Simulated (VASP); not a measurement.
Data:

```
Se
1.0
    1.97845    -3.42677     0.00000
    1.97845     3.42677     0.00000
    0.00000     0.00000     5.02241
Se
3
Direct
  0.00000   0.24906   0.66667
  0.75094   0.75094   0.00000
  0.24906   0.00000   0.33333
```

Computed with PBEsol GGA, VASP's PBE PAW potentials (set 64) (plane waves; VASP). Settings: 520 eV cut-off, 8×8×5 Γ-centred mesh, Gaussian smearing of 0.050 eV, potentials Se.

Without a dispersion term in the relaxation, distances and binding between the weakly bound layers, chains or molecules are unreliable, and so is what depends on them.

Task: The ions and cell shape at fixed volume are relaxed. Which structure does the run end with?

Result: 
```
Se
1.0
    1.95426    -3.38488     0.00000
    1.95426     3.38488     0.00000
    0.00000     0.00000     5.14749
Se
3
Direct
  0.00000   0.25958   0.66667
  0.74042   0.74042   0.00000
  0.25958   0.00000   0.33333
```
Space group P3_121 (152), at a tolerance of 0.03 Å.

Task: How much energy does the relaxation gain?

Result: The energy (σ→0) changes by -13.4 meV/atom, in 7 ionic steps.

| step | E(σ→0) (eV) | max force (eV/Å) | pressure (GPa) | volume (Å³) |
|---|---|---|---|---|
| 1 | -11.4994 | 0.487 | 4.83 | 68.10 |
| 2 | -11.5310 | 0.192 | 3.15 | 68.10 |
| 3 | -11.5392 | 0.045 | 1.67 | 68.10 |
| 4 | -11.5393 | 0.024 | 1.81 | 68.10 |
| 5 | -11.5393 | 0.015 | 1.87 | 68.10 |
| 6 | -11.5396 | 0.008 | 1.85 | 68.10 |
| 7 | -11.5397 | 0.003 | 1.82 | 68.10 |

The compound is Se in the trig structure. This cell is one point of a volume scan, at 0.94 of the reference volume. Symmetry was kept, so distortions that lower it aren't found.
